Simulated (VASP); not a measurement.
Here is the system:

```
CdZnSe2
1.0
    4.12422     0.00000     0.00000
   -2.06211     3.57168     0.00000
    0.00000     0.00000     6.82785
Zn Cd Se
1 1 2
Cartesian
  0.00000   0.00000   0.00910
  2.06211   1.19056   3.36727
  2.06211   1.19056   0.74374
  0.00000   0.00000   4.40111
```

Calculation: PBEsol GGA, VASP's PBE PAW potentials (set 64) (plane waves; VASP). Run with 400 eV cut-off, 14×14×8 Γ-centred mesh, Gaussian smearing of 0.010 eV, potentials Zn Cd Se.

### Question
What does the run give for the energy per atom (σ→0)?

### Answer

The energy per atom (σ→0) is -3.209 eV/atom.

Only differences to runs with the same potentials and settings are physical.

The structure comes from a computed database's ZnCdSe2 entry (P3m1); how it stands against other phases isn't given here. It was relaxed first, which changed the volume by -6 %.
